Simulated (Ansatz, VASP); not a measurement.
**RbCaH3: VASP beside Ansatz**

```
Rb Ca H
1.0
     4.54700    0.00000    0.00000
     0.00000    4.54700    0.00000
     0.00000    0.00000    4.54700
Rb Ca H
1 1 3
Direct
  0.00000 0.00000 0.89004
  0.50000 0.50000 0.50000
  0.00000 0.50000 0.50000
  0.50000 0.00000 0.50000
  0.50000 0.50000 0.00000
```

Change from the starting cell: all Rb atoms moved -0.500 Å, as atom 1 along Cartesian [0 0 1].

Alike in both runs: task single point; functional LDA; k mesh 6 × 6 × 6; occupations gaussian, width 0.05 eV; no spin polarisation.

|  | VASP | Ansatz |
| --- | --- | --- |
| version | VASP 6.6.1 | Ansatz 0.2.0 |
| potentials or method | VASP PAW LDA potentials, release 64 (Rb_sv, Ca_sv, H) | scalar-relativistic, plane waves, PAW |
| plane-wave cutoff (eV) | 520 | 420 |
| valence electrons in the cell | 22 | 22 |

Ansatz gave:

* gap on the k mesh at the Fermi level (eV): 2.93
* least direct gap on the mesh (eV): 2.93
* pressure (GPa): -1.7
* largest component of the traceless stress (GPa): 0.06
* rms of the force components (eV/Å): 0.161

Estimate VASP's values.

gap on the k mesh at the Fermi level (eV): 2.93; least direct gap on the mesh (eV): 2.93; pressure (GPa): -1.7; largest component of the traceless stress (GPa): 0.06; rms of the force components (eV/Å): 0.162.

Atom by atom the forces differ by 0.002 eV/Å (rms over components).

A k mesh can miss the band edges.
